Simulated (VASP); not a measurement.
## BaTiO3: stress against strain

BaTiO3 (cubic perovskite, Pm-3m, 12.881 Å³/atom and stress up to 0.12 GPa in the relaxed cell, cube axes along x, y and z) under a strain ε along a cube axis (axis z), the other axes held. r2SCAN in VASP (plane waves, PAW), 600 eV, 8×8×8 Γ-centred mesh, Gaussian smearing 0.05 eV; ions are relaxed, or left where forces stay under 0.02 eV/Å, within the symmetry of each cell. Stress is positive for a compressed cell.

Here s stands for strain and y for stress zz.

| strain (%) | stress zz (GPa) |
|---|---|
| -3.00 | ? |
| -1.50 | 4.92 |
| -1.00 | 3.16 |
| -0.50 | 1.47 |
| 0.00 | -0.12 |
| 0.50 | -1.64 |
| 1.00 | -3.08 |
| 1.50 | -4.44 |

Question: Using a straight line, estimate the missing y at s = -3.00 from the other rows, showing the fit.

Answer: Means: s 0, y 0.039. About the means, the sum of products is -21.835 and the sum of squares of s is 7.0000; the slope is their ratio. Least squares gives y = 0.039 - 3.1193·s. Residuals (row less fit): 0.202, 0.002, -0.129, -0.159, -0.119, 0.000, 0.200; standard error 0.165 (degrees of freedom: 5). The slope gives the elastic constant C11 = 312 ± 6 GPa (± standard error of the fit, which holds the terms cut off). At the withheld row, y = 0.039 - 3.1193 × (-3.0) = 9.397 GPa. The calculation gives 10.79 GPa, 1.393 GPa above the prediction (9.1 % of the range of y in the table). The row lies outside the fitted rows, so this is an extrapolation. From the scatter of the fitted rows alone, a prediction at this place has a standard error of 0.258 GPa, so the miss is 5.4 times that.

A polynomial of degree 2 through the 12 other runs of the series gives 10.71 there, so most of the miss is curvature that the fit leaves out. The primitive cell can neither tilt nor turn polar against its symmetry, as such crystals can under strain. BaTiO3 is here the ideal cubic form; the compound distorts at low or room temperature. Rows are the converged runs of the series near zero and its far end, less any whose ions stayed unrelaxed beside relaxed ones; series whose fitted rows scatter by over a few per cent of the range, as at a crossing or softening among them, aren't shown in this form. Most that stay on the fit to the last digits aren't either.
